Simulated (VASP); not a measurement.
Input for VASP

**INCAR**
```
LCHARG=.FALSE.
ENCUT=620   # plane-wave cut-off (eV)
NELM=100   # most electronic steps
ALGO=Normal   # blocked Davidson
PSTRESS=50   # kbar
EDIFFG=-0.02   # ionic stop
IBRION=2   # conjugate gradients
LASPH=.TRUE.   # aspherical one-centre terms
SYSTEM=SiC
SIGMA=0.05   # width (eV)
ISIF=3
EDIFF=1E-6
ISMEAR=0
PREC=Accurate
NSW=40
LREAL=.FALSE.   # projection in real space or not
LWAVE=.FALSE.
```

File KPOINTS:
```
Automatic mesh
0
Gamma
11 11 11
0 0 0
```

**POSCAR**
```
SiC
1
   -0.0000000000     2.1501626203     2.1501626203
    2.1501626203    -0.0000000000     2.1501626203
    2.1501626203     2.1501626203     0.0000000000
Si C
1 1
Direct
  0.0000000000   0.0000000000   0.0000000000
  0.2500000000   0.2500000000   0.2500000000
```

POTCAR, in this order: Si C (LDA.64 set). Program: vasp_std.

Translate this LDA calculation to Quantum ESPRESSO's pw.x.

One equivalent input (not run):
```
&CONTROL
  calculation = 'vc-relax'
  pseudo_dir = './pseudo'
  outdir = './out'
  tprnfor = .true.
  tstress = .true.
  nstep = 40
  forc_conv_thr = 0.00078
/
&SYSTEM
  ibrav = 0
  nat = 2
  ntyp = 2
  ecutwfc = 82
  occupations = 'smearing'
  smearing = 'gaussian'
  degauss = 0.003675
  input_dft = 'pz'
/
&ELECTRONS
  conv_thr = 7.3e-08
  electron_maxstep = 100
/
&IONS
/
&CELL
  press = 50
/
ATOMIC_SPECIES
  Si 28.085 Si.upf
  C 12.011 C.upf
CELL_PARAMETERS angstrom
    -0.0000000    2.1501626    2.1501626
     2.1501626   -0.0000000    2.1501626
     2.1501626    2.1501626    0.0000000
ATOMIC_POSITIONS crystal
  Si   0.0000000  0.0000000  0.0000000
  C    0.2500000  0.2500000  0.2500000
K_POINTS automatic
  11 11 11 0 0 0
```
What does not carry over: the potentials are each code's own (VASP's PAW set, PseudoDojo norm-conserving files in pw.x), so ENCUT and ecutwfc are chosen apart and not converted; conv_thr bounds pw.x's estimated SCF error, while EDIFF bounds the energy change between steps; forc_conv_thr acts on force components and is met together with etot_conv_thr.

The compound is SiC in the zinc blende structure. It was relaxed first under an external pressure of 5 GPa.
